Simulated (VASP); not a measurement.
```xyz
2
Lattice="1.4727 -2.5509 0.0000 1.4727 2.5509 0.0000 0.0000 0.0000 4.9622" Properties=species:S:1:pos:R:3 pbc="T T T"
Zr     1.4727     0.8503     1.2406
Zr     1.4727    -0.8503     3.7217
```

These are LDA (Ceperley-Alder, Perdew-Zunger), VASP's LDA PAW potentials (set 64) (plane waves; VASP) values and carry that method's errors. Settings: 500 eV cut-off, 14×14×8 Γ-centred mesh, first-order Methfessel-Paxton smearing of 0.10 eV, potentials Zr_sv.

Q: What does the run give for the energy per atom (σ→0), pressure, band gap (on the k-mesh) with the smallest direct gap where there is one?

A: 
```
Item                                                         Value
------------------------  ----------------------------------------
band gap (on the k-mesh)  none (metal, semimetal or under 0.01 eV)
energy per atom (σ→0)                               -9.113 eV/atom
pressure                                                 20.03 GPa
```

The absolute energy has meaning only against runs of the same code, potentials and settings.

The compound is Zr in the hcp structure. It was relaxed first under an external pressure of 20 GPa.
